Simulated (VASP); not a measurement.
## From one sheet to two: 1T-PtS2 monolayer

Aim: relax 1T-PtS2 monolayer, place its levels against the vacuum, then find how two sheets stack and bind.

Calculated with VASP 6.6.1; optB86b-vdW; plane waves and PAW (Pt, S), in the first sound run; inputs show where later runs differ.

## Step 1: The structure

The cell holds 3 atoms: 1 Pt and 2 S. Cell: a = 3.570 Å, b = 3.570 Å, c = 22.000 Å, α = 90.0°, β = 90.0°, γ = 120.0°. Vacuum lies along c.

Structure file:

```xyz
3
Lattice="3.5700 0.0000 0.0000 -1.7850 3.0917 0.0000 0.0000 0.0000 22.0000" Properties=species:S:1:pos:R:3
Pt    0.0000    0.0000   11.0000
S     0.0000    2.0611    9.7000
S     1.7850    1.0306   12.3000
```

## Step 2: Relaxing the monolayer

The sheet's cell relaxes in its plane with the atoms, while the vacuum is kept.

File INCAR:

```
SYSTEM = PtS2
PREC = Normal
ENCUT = 350
EDIFF = 1E-06
NELM = 120
ISMEAR = 0
SIGMA = 0.03
LREAL = .FALSE.
ALGO = Normal
GGA = MK
AGGAC = 0
LUSE_VDW = .TRUE.
PARAM1 = 0.1234
PARAM2 = 1
LASPH = .TRUE.
NBANDS = 17
LORBIT = 11
LWAVE = .FALSE.
LCHARG = .FALSE.
KPAR = 4
IBRION = 2
NSW = 50
ISIF = 3
EDIFFG = -0.015
POTIM = 0.4
IDIPOL = 3
LDIPOL = .TRUE.
DIPOL = 0.5 0.5 0.5
LATTICE_CONSTRAINTS = .TRUE. .TRUE. .FALSE.
```

File POSCAR:

```
PtS2
1.0
    3.5700000000      0.0000000000      0.0000000000
   -1.7850000000      3.0917106915      0.0000000000
    0.0000000000      0.0000000000     22.0000000000
Pt S
1 2
Direct
    0.0000000000      0.0000000000      0.5000000000
    0.3333333333      0.6666666667      0.4409090909
    0.6666666667      0.3333333333      0.5590909091
```

File KPOINTS:

```
Automatic mesh
0
Gamma
12 12 1
0 0 0
```

Potentials, in the order of the species: Pt and S (PBE family, release 64).

Launch:

```sh
$ mpirun -np 4 vasp_std
```

Log:

```text
[banner, memory and clock lines left out]
running    4 mpi-ranks, on    1 nodes
 distrk:  each k-point on    1 cores,    4 groups
 distr:  one band on    1 cores,    1 groups

 POSCAR found type information on POSCAR PtS
 POSCAR found :  2 types and       3 ions
|                                                                             |
|               ----> ADVICE to this user running VASP <----                  |
|                                                                             |
|     You have switched on vdW-DFT.                                           |
|     This routine was written and supplied by Jiri Klimes. We recommend      |
|     that you carefully read and cite the following publications:            |
|       J. Klimes, D.R. Bowler, A. Michelides                                 |
|          J. Phys.: Cond Matt. 22 022201 (2010)                              |
|       J. Klimes, D.R. Bowler, A. Michelides                                 |
|          Phys. Rev. B. 83, 195131 (2011)                                    |
|     and references therein.                                                 |
|                                                                             |

|                                                                             |
|               ----> ADVICE to this user running VASP <----                  |
|                                                                             |
|     You enforced a specific xc type in the INCAR file but a different       |
|     [... a line on the potential file left out ...]
|     I HOPE YOU KNOW WHAT YOU ARE DOING!                                     |
|                                                                             |

 LDA part: xc-table for (Slater+PW92), standard interpolation
 POSCAR, INCAR and KPOINTS ok, starting setup
 FFT: planning ... GRIDC
 FFT: planning ... GRID_SOFT
 FFT: planning ... GRID
 WAVECAR not read
 entering main loop
       N       E                     dE             d eps       ncg     rms          rms(c)
DAV:   1     0.148794535940E+03    0.14879E+03   -0.62315E+03   654   0.696E+02
DAV:   2     0.335907145056E+01   -0.14544E+03   -0.13840E+03   980   0.157E+02
DAV:   3    -0.109783103655E+02   -0.14337E+02   -0.14243E+02   808   0.624E+01
DAV:   4    -0.112344416306E+02   -0.25613E+00   -0.25583E+00   849   0.978E+00
DAV:   5    -0.112399569985E+02   -0.55154E-02   -0.55148E-02   896   0.137E+00    0.155E+01
DAV:   6    -0.102184233529E+02    0.10215E+01   -0.74484E+00   809   0.254E+01    0.106E+01
DAV:   7    -0.996149372760E+01    0.25693E+00   -0.20101E+00   753   0.141E+01    0.433E+00
DAV:   8    -0.992243450339E+01    0.39059E-01   -0.13894E-01   830   0.326E+00    0.102E+00
DAV:   9    -0.991697153583E+01    0.54630E-02   -0.26578E-02   856   0.147E+00    0.278E-01
DAV:  10    -0.991741862019E+01   -0.44708E-03   -0.22597E-03   731   0.316E-01    0.224E-01
DAV:  11    -0.991761718848E+01   -0.19857E-03   -0.55453E-04   831   0.215E-01    0.156E-01
DAV:  12    -0.991770375297E+01   -0.86564E-04   -0.21380E-04   734   0.136E-01    0.147E-01
DAV:  13    -0.991768401703E+01    0.19736E-04   -0.46321E-05   903   0.374E-02    0.736E-02
DAV:  14    -0.991768536642E+01   -0.13494E-05   -0.14848E-05   714   0.205E-02    0.352E-02
DAV:  15    -0.991770047521E+01   -0.15109E-04   -0.21073E-06   650   0.102E-02    0.243E-02
DAV:  16    -0.991775259804E+01   -0.52123E-04   -0.22862E-05   752   0.217E-02    0.149E-02
DAV:  17    -0.991775948637E+01   -0.68883E-05   -0.59562E-07   734   0.384E-03    0.107E-02
DAV:  18    -0.991778080752E+01   -0.21321E-04   -0.45726E-06   642   0.766E-03    0.377E-03
DAV:  19    -0.991779357673E+01   -0.12769E-04   -0.21594E-06   672   0.477E-03    0.266E-03
DAV:  20    -0.991780071631E+01   -0.71396E-05   -0.16586E-06   656   0.443E-03    0.322E-03
DAV:  21    -0.991780206243E+01   -0.13461E-05   -0.12942E-07   694   0.165E-03    0.129E-03
DAV:  22    -0.991780226908E+01   -0.20665E-06   -0.21243E-08   738   0.816E-04
   1 F= -.99178023E+01 E0= -.99178023E+01  d E =-.991780E+01
 curvature:   0.00 expect dE= 0.000E+00 dE for cont linesearch  0.000E+00
 trial: gam= 0.00000 g(F)=  0.487E-01 g(S)=  0.122E+00 ort = 0.000E+00 (trialstep = 0.100E+01)
 search vector abs. value=  0.171E+00
 bond charge predicted
       N       E                     dE             d eps       ncg     rms          rms(c)
DAV:   1    -0.103345184631E+02   -0.41672E+00   -0.15025E+01   676   0.283E+01    0.551E+00
DAV:   2    -0.100191387891E+02    0.31538E+00   -0.14813E+00   795   0.111E+01    0.287E+00
DAV:   3    -0.995430847282E+01    0.64830E-01   -0.13878E-01   759   0.332E+00    0.111E+00
DAV:   4    -0.994273379563E+01    0.11575E-01   -0.78780E-02   807   0.190E+00    0.511E-01
DAV:   5    -0.994285776189E+01   -0.12397E-03   -0.17938E-03   781   0.297E-01    0.342E-01
DAV:   6    -0.994307552326E+01   -0.21776E-03   -0.96423E-04   749   0.214E-01    0.118E-01
DAV:   7    -0.994309129020E+01   -0.15767E-04   -0.15627E-04   833   0.116E-01    0.232E-02
DAV:   8    -0.994309833855E+01   -0.70483E-05   -0.34705E-05   777   0.376E-02    0.221E-02
DAV:   9    -0.994310102380E+01   -0.26853E-05   -0.34245E-06   911   0.111E-02    0.125E-02
DAV:  10    -0.994310306422E+01   -0.20404E-05   -0.10179E-06   629   0.570E-03    0.523E-03
DAV:  11    -0.994310567875E+01   -0.26145E-05   -0.60564E-07   638   0.397E-03    0.165E-03
DAV:  12    -0.994310619093E+01   -0.51218E-06   -0.44276E-08   685   0.138E-03
   2 F= -.99431062E+01 E0= -.99431062E+01  d E =-.253039E-01
[...]
3 F= -.99702977E+01 E0= -.99702977E+01  d E =-.524955E-01
[...]
4 F= -.99737549E+01 E0= -.99737549E+01  d E =-.345714E-02
 ZBRENT: can't locate minimum, use default step
 trial-energy change:   -0.003457  1 .order   -0.003462   -0.003933   -0.002992
 step:   3.6741(harm=  3.8369)  dis= 0.03101  next Energy=    -9.978513 (dE=-0.821E-02)
 bond charge predicted
       N       E                     dE             d eps       ncg     rms          rms(c)
DAV:   1    -0.999169823420E+01   -0.17943E-01   -0.13830E+00   656   0.738E+00    0.102E+00
DAV:   2    -0.998074331939E+01    0.10955E-01   -0.10288E-01   747   0.259E+00    0.577E-01
DAV:   3    -0.997911723258E+01    0.16261E-02   -0.48926E-03   738   0.528E-01    0.273E-01
DAV:   4    -0.997834077231E+01    0.77646E-03   -0.42771E-03   704   0.383E-01    0.120E-01
DAV:   5    -0.997834491839E+01   -0.41461E-05   -0.10137E-04   747   0.721E-02    0.863E-02
DAV:   6    -0.997834297659E+01    0.19418E-05   -0.58063E-05   753   0.422E-02    0.141E-02
DAV:   7    -0.997834292180E+01    0.54792E-07   -0.37776E-06   882   0.111E-02
   5 F= -.99783429E+01 E0= -.99783429E+01  d E =-.804520E-02
 curvature:  -1.95 expect dE=-0.235E-04 dE for cont linesearch -0.486E-05
 trial: gam=-0.02748 g(F)=  0.534E-07 g(S)=  0.120E-04 ort = 0.104E-03 (trialstep = 0.147E+01)
 search vector abs. value=  0.958E-05
 reached required accuracy - stopping structural energy minimisation
```

Run time: 2 min. Hardware: 4 MPI ranks of Intel Xeon Platinum 8488C (Sapphire Rapids), shared host; peak memory 1.5 GiB; 7.9 min of CPU time.

The logs omit lines about the potential files and the build; timing stands in the text.

From OUTCAR (step 2):

```text
ion  position               nearest neighbor table
   1  0.000  0.000  0.500-   2 2.44   3 2.44   2 2.44   3 2.44   3 2.44   2 2.44
   2  0.333  0.667  0.441-   1 2.44   1 2.44   1 2.44
   3  0.667  0.333  0.559-   1 2.44   1 2.44   1 2.44

  LATTYP: Found a hexagonal cell.
 ALAT       =     3.5700000000
 C/A-ratio  =     6.1624649860

 Subroutine GETGRP returns: Found 12 space group operations
 (whereof 12 operations were pure point group operations)

The static configuration has the point symmetry D_3d.

 Found     19 irreducible k-points:

   k-points           NKPTS =     19   k-points in BZ     NKDIM =     19   number of bands    NBANDS=     17

   dimension x,y,z NGX =    16 NGY =   16 NGZ =  108
   dimension x,y,z NGXF=    32 NGYF=   32 NGZF=  216

   ENCUT  =  350.0 eV  25.72 Ry    5.07 a.u.   5.45  5.45 33.56*2*pi/ulx,y,z

   NELECT =      22.0000    total number of electrons

 k-points in reciprocal lattice and weights: Automatic mesh
   0.00000000  0.00000000  0.00000000       0.007
   0.08333333  0.00000000  0.00000000       0.042
   0.16666667  0.00000000  0.00000000       0.042
   0.25000000  0.00000000  0.00000000       0.042
   0.33333333  0.00000000  0.00000000       0.042
   0.41666667  0.00000000  0.00000000       0.042
   0.50000000  0.00000000  0.00000000       0.021
   0.08333333  0.08333333  0.00000000       0.042
   0.16666667  0.08333333  0.00000000       0.083
[...]
0.33333333  0.25000000  0.00000000       0.083
   0.33333333  0.33333333  0.00000000       0.014

 dipolmoment           0.000000      0.000000      0.000000 electrons x Angstroem

 average (electrostatic) potential at core
       1 -77.7882       2 -94.7814       3 -94.7814

 E-fermi :  -3.5014

 k-point     1 :       0.0000    0.0000    0.0000
  band No.  band energies     occupation
    ...
      7      -6.5161      2.00000
      8      -4.5105      2.00000
      9      -4.3906      2.00000
     10      -3.8642      2.00000
     11      -3.8642      2.00000
     12      -0.4375      0.00000
     13      -0.4375      0.00000
     14       1.4729      0.00000
     15       1.8715      0.00000
     16       2.3845      0.00000
    ...

 k-point     2 :       0.0833    0.0000    0.0000
  band No.  band energies     occupation
    ...
      7      -6.5868      2.00000
      8      -4.8688      2.00000
      9      -4.2563      2.00000
     10      -3.8211      2.00000
     11      -3.7287      2.00000
     12      -0.8619      0.00000
     13      -0.5531      0.00000
     14       1.6624      0.00000
     15       1.9948      0.00000
     16       2.5088      0.00000
    ...

 k-point     3 :       0.1667    0.0000    0.0000
  band No.  band energies     occupation
    ...
      7      -6.7270      2.00000
      8      -5.3847      2.00000
      9      -3.9877      2.00000
     10      -3.7982      2.00000
     11      -3.6801      2.00000
     12      -1.6077      0.00000
     13      -0.7697      0.00000
     14       2.1150      0.00000
     15       2.3172      0.00000
     16       2.8686      0.00000
    ...

Total vdW correction in eV:      3.5428178

  Total        0.0215539      0.0215539     -0.0907505     -0.0000000      0.0000000     -0.0000000
  in kB        0.1448297      0.1448297     -0.6097909     -0.0000000      0.0000000     -0.0000000
  external PRESSURE =      -0.1067105 kB  Pullay stress =       0.0000000 kB

  energy-cutoff  :      350.00
  volume of cell :      238.44
      direct lattice vectors                 reciprocal lattice vectors
     3.537631299  0.000000000  0.000000000     0.282675021  0.163202499  0.000000000
    -1.768815649  3.063678574  0.000000000    -0.000000000  0.326404998  0.000000000
     0.000000000  0.000000000 22.000000000     0.000000000  0.000000000  0.045454545

 POSITION                                       TOTAL-FORCE (eV/Angst)
 -----------------------------------------------------------------------------------
      3.53763      0.00000     11.00000         0.000000      0.000000     -0.000000
     -0.00000      2.04245      9.74918         0.000000      0.000000      0.000832
      1.76882      1.02123     12.25082        -0.000000     -0.000000     -0.000832
 -----------------------------------------------------------------------------------
    total drift:                               -0.000000     -0.000000      0.000000

  FREE ENERGIE OF THE ION-ELECTRON SYSTEM (eV)
  ---------------------------------------------------
  free  energy   TOTEN  =        -9.9783429218 eV

  energy  without entropy=       -9.9783429218  energy(sigma->0) =       -9.97834292

Total vdW correction in eV:      3.5429089

 reached required accuracy - stopping structural energy minimisation

 vacuum level on the upper side and lower side of the slab         1.903         1.903

 total charge
# of ion       s       p       d       tot
------------------------------------------
    1        0.688   0.768   7.973   9.429
    2        1.361   2.273   0.000   3.634
    3        1.361   2.273   0.000   3.634
--------------------------------------------------
tot          3.410   5.314   7.973  16.697

[... 3 further parts left out ...]
```

CONTCAR:

```
PtS2
   1.00000000000000
     3.5376312986817231    0.0000000000000000    0.0000000000000000
    -1.7688156493408616    3.0636785738711549    0.0000000000000000
     0.0000000000000000    0.0000000000000000   22.0000000000000000
  Pt              S
     1     2
Direct
     1.0000000000000000    0.0000000000000000    0.5000000000000000
     0.3333333332999970    0.6666666667000030    0.4431445005944175
     0.6666666667000030    0.3333333332999970    0.5568554994055825
```

The gap is read on the k-mesh alone, so it is an upper bound where the band edges lie off the mesh. The PAW data sets were made with PBE, which is usual practice but a small mismatch for other functionals. The run keeps the 12 symmetry operations of its start, so it cannot find a distortion of lower symmetry.

The steps of the relaxation:

| step | energy less that of the first step (eV) | largest force (eV/Å) | pressure (GPa) | volume (Å³) |
| --- | --- | --- | --- | --- |
| 1 | 0.0000 | 0.7943 | -1.43 | 242.82 |
| 2 | -0.0253 | 0.2763 | 1.11 | 229.38 |
| 3 | -0.0525 | 0.2016 | -0.04 | 234.81 |
| 4 | -0.0560 | 0.1516 | -0.03 | 235.72 |
| 5 | -0.0605 | 0.0008 | -0.01 | 238.44 |

```csv
cell as run,before,after,change
a (Å),3.570,3.538,-0.9 %
b (Å),3.570,3.538,-0.9 %
```

The atoms that moved most (Å, along periodic axes as changes of fractional coordinates times the final cell, across vacuum about the mean position):

| atom | dx | dy | dz | length |
| --- | --- | --- | --- | --- |
| S3 | 0.000 | 0.000 | -0.049 | 0.049 |
| S2 | 0.000 | 0.000 | 0.049 | 0.049 |

The relaxed structure:

```xyz
3
Lattice="3.5376 0.0000 0.0000 -1.7688 3.0637 0.0000 0.0000 0.0000 22.0000" Properties=species:S:1:pos:R:3
Pt    0.0000    0.0000   11.0000
S     0.0000    2.0425    9.7492
S     1.7688    1.0212   12.2508
```

Numbers from this step:

```
electronic cycles              : 55
electrons                      : 22
free energy (TOTEN)            : -9.978 eV
Fermi energy                   : -3.501 eV
metallic                       : no
dipole moment                  : 0, 0, 0 e·Å
gap on the k-mesh              : 1.802 eV
least direct gap on the k-mesh : 1.957 eV
```

The run ended after 5 ionic steps, 0.061 eV below its first step, once forces and stress met EDIFFG = -0.015.

(Part 1 of 6 ends here.)

[Lines on the potential files, build, host, timing and source positions are cut from VASP's logs without a mark.]

[Logs are printed without paths, hosts, clocks, repeated set-up lines and the standing remarks that a program may print on its own settings, such as how far it seeks lower states.]

[Hosts, paths, dates, database ids (printed as entryN), source tags and the programs' standing remarks are cut or masked in the printed files.]

[Runs that stopped without an error message from VASP are left out.]
